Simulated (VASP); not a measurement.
Calculation: AM05 GGA, VASP's PBE PAW potentials (set 64) (plane waves; VASP 6.6.1).

The input files of a VASP run:

**INCAR**
```
ALGO = Normal
EDIFF = 1E-7
ENCUT = 520
GGA = AM
ISIF = 2
ISMEAR = 0
LASPH = .True.
LCHARG = .False.
LMAXMIX = 6
LREAL = .False.
LWAVE = .False.
NELM = 100
PREC = Accurate
SIGMA = 0.05
SYSTEM = KTaO3
```

File POSCAR:
```
KTaO3
3.9934020
  1.0000000448   0.0000000000   0.0000000000
  0.0000000000   1.0000000448   0.0000000000
  0.0000000000   0.0000000000   1.0000000448
K Ta O
1 1 3
Cart
  0.0000000000   0.0000000000   0.0000000000
  0.5000000224   0.5000000224   0.5000000224
  0.5000000224   0.0000000000   0.5000000224
  0.0000000000   0.5000000224   0.5000000224
  0.5000000224   0.5000000224   0.0000000000
```

KPOINTS:
```
K-points
0
Gamma
 6 6 6
```

POTCAR, in this order: K_sv Ta_pv O (PBE.64 set). Program: vasp_std.

Output of the run:

File OUTCAR:
```
 ion  position               nearest neighbor table
   1  0.000  0.000  0.000-   3 2.82   4 2.82   5 2.82   3 2.82   4 2.82   4 2.82   5 2.82   4 2.82
                             3 2.82   5 2.82   3 2.82   5 2.82   2 3.46   2 3.46   2 3.46   2 3.46
   2  0.500  0.500  0.500-   3 2.00   4 2.00   5 2.00   5 2.00   3 2.00   4 2.00   1 3.46   1 3.46
                             1 3.46   1 3.46   1 3.46   1 3.46   1 3.46   1 3.46
   3  0.500  0.000  0.500-   2 2.00   2 2.00   1 2.82   1 2.82   1 2.82   1 2.82
   4  0.000  0.500  0.500-   2 2.00   2 2.00   1 2.82   1 2.82   1 2.82   1 2.82
   5  0.500  0.500  0.000-   2 2.00   2 2.00   1 2.82   1 2.82   1 2.82   1 2.82
  LATTYP: Found a simple cubic cell.
 ALAT       =     3.9934021789
 Subroutine PRICEL returns:
 Original cell was already a primitive cell.
 Subroutine GETGRP returns: Found 48 space group operations
The static configuration has the point symmetry O_h .
The dynamic configuration has the point symmetry O_h .
 Subroutine INISYM returns: Found 48 space group operations
 Subroutine IBZKPT returns following result:
 Found     20 irreducible k-points:

 Following reciprocal coordinates:
            Coordinates               Weight
  0.000000  0.000000  0.000000      1.000000
  0.166667  0.000000  0.000000      6.000000
  0.333333  0.000000  0.000000      6.000000
  0.500000  0.000000  0.000000      3.000000
  0.166667  0.166667  0.000000     12.000000
  0.333333  0.166667  0.000000     24.000000
  0.500000  0.166667  0.000000     12.000000
  0.333333  0.333333  0.000000     12.000000
  0.500000  0.333333  0.000000     12.000000
  0.500000  0.500000  0.000000      3.000000
  0.166667  0.166667  0.166667      8.000000
  0.333333  0.166667  0.166667     24.000000
  0.500000  0.166667  0.166667     12.000000
  0.333333  0.333333  0.166667     24.000000
  0.500000  0.333333  0.166667     24.000000
  0.500000  0.500000  0.166667      6.000000
  0.333333  0.333333  0.333333      8.000000
  0.500000  0.333333  0.333333     12.000000
  0.500000  0.500000  0.333333      6.000000
...
```

OSZICAR:
```
       N       E                     dE             d eps       ncg     rms          rms(c)
DAV:   1     0.334731813397E+03    0.33473E+03   -0.21691E+04   928   0.169E+03
DAV:   2    -0.316113794115E+02   -0.36634E+03   -0.35910E+03  1156   0.449E+02
DAV:   3    -0.490733774986E+02   -0.17462E+02   -0.17428E+02  1165   0.982E+01
DAV:   4    -0.495299508070E+02   -0.45657E+00   -0.45636E+00  1651   0.135E+01
DAV:   5    -0.495317847331E+02   -0.18339E-02   -0.18339E-02  1165   0.885E-01    0.354E+01
DAV:   6    -0.420745865278E+02    0.74572E+01   -0.38519E+01  1130   0.438E+01    0.144E+01
DAV:   7    -0.419127912312E+02    0.16180E+00   -0.21803E+00  1204   0.997E+00    0.912E+00
DAV:   8    -0.418576318943E+02    0.55159E-01   -0.35758E-01  1201   0.512E+00    0.126E+00
DAV:   9    -0.418509198117E+02    0.67121E-02   -0.25419E-02  1263   0.118E+00    0.219E-01
DAV:  10    -0.418505320641E+02    0.38775E-03   -0.79476E-03  1267   0.681E-01    0.516E-02
DAV:  11    -0.418505836928E+02   -0.51629E-04   -0.41650E-04  1214   0.169E-01    0.364E-02
DAV:  12    -0.418506278938E+02   -0.44201E-04   -0.69516E-05  1338   0.609E-02    0.958E-03
DAV:  13    -0.418506276917E+02    0.20210E-06   -0.74769E-06  1272   0.184E-02    0.485E-03
DAV:  14    -0.418506278465E+02   -0.15482E-06   -0.78462E-07  1203   0.650E-03    0.101E-03
DAV:  15    -0.418506278638E+02   -0.17320E-07   -0.11422E-07   797   0.299E-03
   1 F= -.41850628E+02 E0= -.41850628E+02  d E =-.119484E-14
```

OUTCAR:
```
------------------------ aborting loop because EDIFF is reached ----------------------------------------
  FORCE on cell =-STRESS in cart. coord.  units (eV):
  Direction    XX          YY          ZZ          XY          YZ          ZX
  --------------------------------------------------------------------------------------
  Total       -0.0003878     -0.0003878     -0.0003878     -0.0000000     -0.0000000      0.0000000
  in kB       -0.0097574     -0.0097574     -0.0097574     -0.0000000     -0.0000000      0.0000000
  external PRESSURE =      -0.0097574 kB  Pullay stress =       0.0000000 kB
  volume of cell :       63.68
      direct lattice vectors                 reciprocal lattice vectors
     3.993402179  0.000000000  0.000000000     0.250413045  0.000000000  0.000000000
     0.000000000  3.993402179  0.000000000     0.000000000  0.250413045  0.000000000
     0.000000000  0.000000000  3.993402179     0.000000000  0.000000000  0.250413045
 POSITION                                       TOTAL-FORCE (eV/Angst)
 -----------------------------------------------------------------------------------
      0.00000      0.00000      0.00000         0.000000      0.000000      0.000000
      1.99670      1.99670      1.99670         0.000000      0.000000      0.000000
      1.99670      0.00000      1.99670         0.000000      0.000000      0.000000
      0.00000      1.99670      1.99670         0.000000      0.000000      0.000000
      1.99670      1.99670      0.00000         0.000000      0.000000      0.000000
 -----------------------------------------------------------------------------------
    total drift:                                0.000000      0.000000     -0.000000
  FREE ENERGIE OF THE ION-ELECTRON SYSTEM (eV)
  ---------------------------------------------------
  free  energy   TOTEN  =       -41.8506278638 eV

  energy  without entropy=      -41.8506278638  energy(sigma->0) =      -41.85062786
```
(Selected blocks of OUTCAR.)

The compound is KTaO3 in the cubic perovskite structure. It was relaxed first.
